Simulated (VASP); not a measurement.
MnRuN2:

```xyz
4
Lattice="-1.8517 1.8517 3.5329 1.8517 -1.8517 3.5329 1.8517 1.8517 -3.5329" Properties=species:S:1:pos:R:3 pbc="T T T"
Mn    0.0000    0.0000    0.0000
Ru    0.0000    0.0000    3.5329
N     0.0000    0.0000    5.1628
N     0.0000    0.0000    1.9030
```

The cell was built by a generator and needn't be a form met in nature.

* Program: VASP 6.6.1
* Task: relaxation of cell and atoms
* Functional: PBE
* Potentials or basis: VASP PAW PBE potentials, release 64 (Mn_pv, Ru_pv, N)
* Cutoff: 520 eV
* k mesh: 6 × 6 × 6
* Occupations: gaussian, width 0.15 eV
* Spin: collinear spin, ferromagnetic start
* Starting moments: [4.0, 1.0, 0.0, 0.0] μB

At the start: pressure 36.7 GPa; volume 12.11 Å³/atom.

Q: How do energy, volume and symmetry change on relaxing?

A: Over 11 steps the energy falls by 439.9 meV/atom and the volume is 12.58 Å³/atom (+3.8 %); space group I4/mmm (No. 139, to 0.05 Å); moment 1.15 μB per cell.

Step by step:
```tsv
step	energy change (eV)	largest force (eV/Å)	pressure (GPa)	volume (Å³)
1	0.0000	9.0624	36.71	48.45
2	5.3097	3.0005	-33.54	69.02
3	3.1516	1.3862	-36.65	62.34
4	0.6505	0.7474	-28.68	57.22
5	-1.1275	0.1886	-17.47	52.78
6	-1.5054	1.6391	-3.58	50.60
7	-1.5066	1.8301	-2.39	50.45
8	-1.7085	0.4246	5.78	49.88
9	-1.7479	0.5857	2.06	50.04
10	-1.7156	1.0300	-4.81	50.85
11	-1.7596	0.0159	-0.29	50.31
```

Final structure:
```
CELL_PARAMETERS angstrom
-1.87804 1.87804 3.56569
1.87804 -1.87804 3.56569
1.87804 1.87804 -3.56569
ATOMIC_POSITIONS crystal
Mn 0.00000 0.00000 0.00000
Ru 0.50000 0.50000 0.00000
N 0.75741 0.75741 0.00000
N 0.24259 0.24259 0.00000
```

Caveat: the k mesh is coarse (spacing up to 0.40 Å⁻¹), so the values aren't converged; a cell with one magnetic atom can't hold antiferromagnetic order, which such compounds often take; the relaxation stopped at a loose force limit of 0.08 eV/Å, so its end isn't a converged minimum.
